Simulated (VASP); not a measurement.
Wanted: the native input for a VASP 6.6.1 run.

```yaml
Task: single point
Functional: PBE
Potentials_or_basis: VASP PAW PBE potentials, release 64 (Y_sv, C, N)
Cutoff: 520 eV
k_mesh: 15 × 15 × 8
Occupations: gaussian, width 0.1 eV
Spin: no spin polarisation
Dipole_correction: no
Further_INCAR_settings: ALGO = Fast; EDIFF = 1e-06; NBANDS = 24
```

The structure of Y2CN lies in POSCAR:

```
Y2CN
1.0
    3.5658407052      0.0000000000      0.0000000000
   -1.7829203526      3.0881086365      0.0000000000
    0.0000000000      0.0000000000      5.6548177809
Y C N
2 1 1
Direct
    0.3333333333      0.6666666667      0.7500531166
    0.6666666667      0.3333333333      0.2499468834
    0.0000000000      0.0000000000      0.5000000000
    0.0000000000      0.0000000000      0.0000000000
```

The cell was built by a generator and needn't be a form met in nature.

One way to write it, as run:

INCAR

```
ALGO = Fast
EDIFF = 1E-6
ENCUT = 520
GGA = PE
ISIF = 2
ISMEAR = 0
LASPH = T
LCHARG = F
LREAL = F
LWAVE = F
NBANDS = 24
NELM = 100
PREC = Accurate
SIGMA = 0.1
```

KPOINTS

```
k-points
0
Gamma
  15 15 8
```

Potentials or basis: VASP PAW PBE potentials, release 64 (Y_sv, C, N).

The run is started by

```bash
$ cat potpaw_PBE.64/Y_sv/POTCAR potpaw_PBE.64/C/POTCAR potpaw_PBE.64/N/POTCAR > POTCAR
$ mpirun -np 1 vasp_std > vasp.out
```

It gave:

| Quantity | Value |
| --- | --- |
| Pressure | -0.1 GPa |
| Largest force | 0.005 eV/Å |
| Band gap on the k mesh | none (metal or under the smearing width) |

Wall time 3.2 min on 1 thread of Intel(R) Xeon(R) 6975P-C (Granite Rapids), with other jobs on the host, peak memory 0.42 GiB.
